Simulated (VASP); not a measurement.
Data:

```
AgBr
1.0
    0.00000     2.62087     2.62087
    2.62087     0.00000     2.62087
    2.62087     2.62087     0.00000
Ag Br
1 1
Cartesian
  0.00000   0.00000   0.00000
  2.62087   2.62087   2.62087
```

The numbers are results of LDA (Ceperley-Alder, Perdew-Zunger), VASP's LDA PAW potentials (set 64) (plane waves; VASP), not measurements. Run with 500 eV cut-off, 9×9×9 Γ-centred mesh, Gaussian smearing of 0.050 eV, potentials Ag Br.

**Question.** Predict the energy per atom (σ→0), pressure.

**Answer.** 
```
Item                            Value
---------------------  --------------
energy per atom (σ→0)  -3.011 eV/atom
pressure                    19.99 GPa
```

The absolute energy has meaning only against runs of the same code, potentials and settings.

The compound is AgBr in the rock salt structure. It was relaxed first under an external pressure of 20 GPa.
